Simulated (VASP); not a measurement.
An input for Quantum ESPRESSO's pw.x (written as the equivalent of a VASP run, and not itself run):

```
&CONTROL
  calculation = 'scf'
  pseudo_dir = './pseudo'
  outdir = './out'
  tprnfor = .true.
  tstress = .true.
/
&SYSTEM
  ibrav = 0
  nat = 3
  ntyp = 2
  ecutwfc = 110
  occupations = 'smearing'
  smearing = 'fermi-dirac'
  degauss = 0.00735
  input_dft = 'pbesol'
/
&ELECTRONS
  conv_thr = 7.3e-08
  electron_maxstep = 100
/
ATOMIC_SPECIES
  La 138.905 La.upf
  C 12.011 C.upf
CELL_PARAMETERS angstrom
    -1.9376320    1.9376320    3.2224800
     1.9376320   -1.9376320    3.2224800
     1.9376320    1.9376320   -3.2224800
ATOMIC_POSITIONS crystal
  La   0.0000000  0.0000000  0.0000000
  C    0.4018600  0.4018600  0.0000000
  C    0.5981400  0.5981400  0.0000000
K_POINTS automatic
  14 14 14 0 0 0
```

Task: Translate this input to VASP (INCAR, KPOINTS, POSCAR, choice of POTCAR).

Result: This is not unique; one that fits is 
KPOINTS:
```
Automatic
0
G
  14 14 14
0 0 0
```

**POSCAR**
```
LaC2
1
   -1.9376320000     1.9376320000     3.2224800000
    1.9376320000    -1.9376320000     3.2224800000
    1.9376320000     1.9376320000    -3.2224800000
La C
1 2
Direct
  0.0000000000   0.0000000000   0.0000000000
  0.4018600000   0.4018600000   0.0000000000
  0.5981400000   0.5981400000   0.0000000000
```

### INCAR
```
EDIFF = 1E-6   # SCF stop (eV)
ISIF = 2
NELM = 100   # most electronic steps
PREC = Accurate
SYSTEM = LaC2
LASPH = .True.   # aspherical one-centre terms
LWAVE = .False.
LMAXMIX = 6
ALGO = Normal
GGA = PS   # PBEsol
ENCUT = 400
SIGMA = 0.1
LREAL = .False.
LCHARG = .False.
ISMEAR = -1   # Fermi-Dirac
```

POTCAR, in this order: La C (PBE.64 set). Program: vasp_std.

Limits of the translation: the potentials are each code's own (VASP's PAW set, PseudoDojo norm-conserving files in pw.x), so ENCUT and ecutwfc are chosen apart and not converted; conv_thr bounds pw.x's estimated SCF error, while EDIFF bounds the energy change between steps.

The structure comes from a computed database's LaC2 entry; how it stands against other phases isn't given here. The cell was not relaxed at this level, and its volume differs by -5.9 % from the start's.
